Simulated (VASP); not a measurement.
A run of VASP 6.6.1:

The input INCAR:

```
SYSTEM = YAlS3
  PREC = Accurate
  ENCUT = 520
  EDIFF = 1E-6
  ISMEAR = 0
  SIGMA = 0.05
  LREAL = .False.
  LASPH = .True.
  NELM = 100
  ALGO = Normal
  ISIF = 2
  LWAVE = .False.
  LCHARG = .False.
  GGA = PS
  NBANDS = 24
```

The input KPOINTS:

```
Automatic mesh
0
Gamma
  4 4 4
  0 0 0
```

File POSCAR:

```
YAlS3
1.0
    4.7600000000      0.0000000000      0.0000000000
    0.0000000000      4.7600000000      0.0000000000
    0.0000000000      0.0000000000      4.7600000000
Y Al S
1 1 3
Direct
    0.0000000000      0.0000000000      0.0000000000
    0.5000000000      0.5000000000      0.5000000000
    0.5000000000      0.5000000000      0.0000000000
    0.5000000000      0.0000000000      0.5000000000
    0.0000000000      0.5000000000      0.5000000000
```

Potentials or basis: VASP PAW PBE potentials, release 64 (Y_sv, Al, S).

The run is started by

```bash
$ cat potpaw_PBE.64/Y_sv/POTCAR potpaw_PBE.64/Al/POTCAR potpaw_PBE.64/S/POTCAR > POTCAR
$ mpirun -np 1 vasp_std > vasp.out
```

Hardware: 1 thread of Intel(R) Xeon(R) Platinum 8488C (Sapphire Rapids), with other jobs on the host.

Question: How long does it take, and how much memory?

Answer: Wall time 22 s on 1 thread of Intel(R) Xeon(R) Platinum 8488C (Sapphire Rapids), on a shared host, peak memory 0.22 GiB. Counts: scf iterations 15, k points 10.
